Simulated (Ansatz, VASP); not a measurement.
# Two plane-wave programs on Ga2C3

```
Ga C
1.0
     3.47568    0.00000    0.00000
    -1.73784    3.01003    0.00000
     0.00000    0.00000    5.40760
Ga C
2 3
Direct
  0.33333 0.66667 0.24500
  0.66667 0.33333 0.75500
  0.00000 0.00000 0.00000
  0.33333 0.66667 0.64500
  0.66667 0.33333 0.35500
```

Alike in both runs: task single point; functional PBE; k mesh 6 × 6 × 4; occupations gaussian, width 0.1 eV; no spin polarisation.

|  | VASP | Ansatz |
| --- | --- | --- |
| version | VASP 6.6.1 | Ansatz 0.2.0 |
| potentials or method | VASP PAW PBE potentials, release 64 (Ga_d, C) | scalar-relativistic, plane waves, PAW |
| plane-wave cutoff (eV) | 520 | 420 |
| valence electrons in the cell | 38 | 38 |

```csv
,VASP,Ansatz,Ansatz less VASP
gap on the k mesh at the Fermi level (eV),none,none,-
pressure (GPa),-1.2,-1.4,-0.25
largest component of the traceless stress (GPa),7.96,7.92,-0.040
rms of the force components (eV/Å),0.420,0.418,-0.0023
```

Atom by atom the forces differ by 0.003 eV/Å (rms over components). A gap of «none» marks a metal or a gap that the smearing closes. With one functional, cell and mesh, what is left measures potentials, basis and numerics.
